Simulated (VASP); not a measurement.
## Si$_{2}$W (relaxed from the CrSi2 structure, space group P6_222): computed properties

Calculation: r2SCAN meta-GGA, VASP's PBE PAW potentials (set 64) (plane waves; VASP 6.6.1).

- space group = P6_222 (180)
- cell = a = b = 4.5819 Å, c = 6.6082 Å, α = β = 90.00°, γ = 120.00°
- volume per atom = 13.35 Å³/atom
- band gap (over mesh and band path) = 0.13 eV
- smallest direct gap (over mesh and band path) = 0.83 eV
- band-edge character = indirect, L to M
- density = 9.95 g/cm³

```cif
data_Si6W3
_chemical_formula_sum 'W3 Si6'
_space_group_name_H-M_alt 'P6222'
_space_group_IT_number 180
_space_group_name_Hall 'P 62 2 (0 0 4)'
_cell_length_a 4.58192
_cell_length_b 4.58192
_cell_length_c 6.60824
_cell_angle_alpha 90.000
_cell_angle_beta 90.000
_cell_angle_gamma 120.000
loop_
_atom_site_label
_atom_site_type_symbol
_atom_site_symmetry_multiplicity
_atom_site_Wyckoff_symbol
_atom_site_fract_x
_atom_site_fract_y
_atom_site_fract_z
_atom_site_occupancy
W1 W 3 c 0.50000 0.00000 0.00000 1
Si1 Si 6 i 0.16359 0.32718 0.00000 1
```

Unless said otherwise, spin-orbit coupling is left out, though it shifts the bands of the heavy elements here.

The structure was generated: Si2W was put into the CrSi2 type (P6_222), which need not be its known phase. It was relaxed first. Symmetry was kept, so distortions that lower it aren't found.
